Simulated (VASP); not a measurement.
Data:

```yaml
crystal:
  lattice:
    - [5.51482, 0.00000, 0.00000]
    - [0.00000, 5.51482, 0.00000]
    - [0.00000, 0.00000, 5.51482]
  atoms:
    - { symbol: Zn, position: [0.99337, 0.99337, 0.99337] }
    - { symbol: Zn, position: [0.50663, 0.50663, 0.99337] }
    - { symbol: Zn, position: [0.50663, 0.99337, 0.50663] }
    - { symbol: Zn, position: [0.99337, 0.50663, 0.50663] }
    - { symbol: Se, position: [0.25000, 0.25000, 0.25000] }
    - { symbol: S, position: [0.75000, 0.75000, 0.25000] }
    - { symbol: S, position: [0.75000, 0.25000, 0.75000] }
    - { symbol: S, position: [0.25000, 0.75000, 0.75000] }
```

Level of theory: PBE GGA, VASP's PBE PAW potentials (set 64) (plane waves; VASP). Numerical set-up: 400 eV cut-off, 4×4×4 Γ-centred mesh, Gaussian smearing of 0.050 eV, potentials Zn Se S.

Predict the energy per atom (σ→0), band gap (on the k-mesh) with the smallest direct gap where there is one.

```yaml
band gap (on the k-mesh): 1.73 eV
smallest direct gap (on the k-mesh): 1.73 eV
energy per atom (σ→0): -3.315 eV/atom
```

The absolute energy has meaning only against runs of the same code, potentials and settings.

The structure was generated: Zn4S3Se was put into an ordered model structure (P-43m), which need not be its known phase. It was relaxed first.
